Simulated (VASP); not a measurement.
Crystal: PtS2.

```xyz
3
Lattice="3.5432 0.0000 0.0000 -1.7716 3.0685 0.0000 0.0000 0.0000 5.0388" Properties=species:S:1:pos:R:3 pbc="T T T"
Pt    0.0000    0.0000    0.0000
S     0.0000    2.0457    1.1438
S     1.7716    1.0228    3.8950
```

* Program: VASP 6.6.1
* Task: relaxation of cell and atoms
* Functional: rev-vdW-DF2
* Potentials or basis: VASP PAW PBE potentials, release 64 (Pt, S)
* Cutoff: 600 eV
* k mesh: 9 × 9 × 5
* Occupations: gaussian, width 0.03 eV
* Spin: no spin polarisation

At the start: pressure 9.8 GPa; volume 18.26 Å³/atom.

**Question.** How do energy, volume and symmetry change on relaxing?

**Answer.** Over 20 steps the energy falls by 50.7 meV/atom and the volume is 18.17 Å³/atom (-0.5 %); space group P-3m1 (No. 164, to 0.05 Å).

The path:
```tsv
step	energy change (eV)	largest force (eV/Å)	pressure (GPa)	volume (Å³)
1	0.0000	1.4232	9.80	54.78
2	0.2167	1.1498	-12.93	64.12
3	-0.1255	0.2669	-1.02	58.02
4	-0.1257	0.3028	-0.68	57.90
5	-0.1374	0.1873	-0.47	57.52
6	-0.1425	0.0515	-0.21	57.08
7	-0.1425	0.0426	-0.18	57.06
8	-0.1436	0.0564	-0.04	56.84
9	-0.1461	0.0999	0.44	56.20
10	-0.1476	0.1865	1.51	54.92
11	-0.1478	0.1832	1.52	54.90
12	-0.1482	0.1760	1.47	54.84
13	-0.1490	0.1620	1.35	54.73
14	-0.1502	0.1346	1.15	54.50
15	-0.1513	0.0809	0.77	54.05
16	-0.1513	0.0723	0.74	53.98
17	-0.1517	0.0589	0.56	54.10
18	-0.1522	0.0157	0.04	54.45
19	-0.1522	0.0086	-0.06	54.51
20	-0.1522	0.0098	-0.03	54.50
```

Final structure:
```yaml
crystal:
  lattice:
    - [3.58862, 0.00000, 0.00000]
    - [-1.79431, 3.10784, 0.00000]
    - [0.00000, 0.00000, 4.88698]
  atoms:
    - { symbol: Pt, position: [0.00000, 0.00000, 0.00000] }
    - { symbol: S, position: [0.33333, 0.66667, 0.24953] }
    - { symbol: S, position: [0.66667, 0.33333, 0.75047] }
```

Caveat: the PAW data sets were made with another functional, which shifts forces and pressure a little.
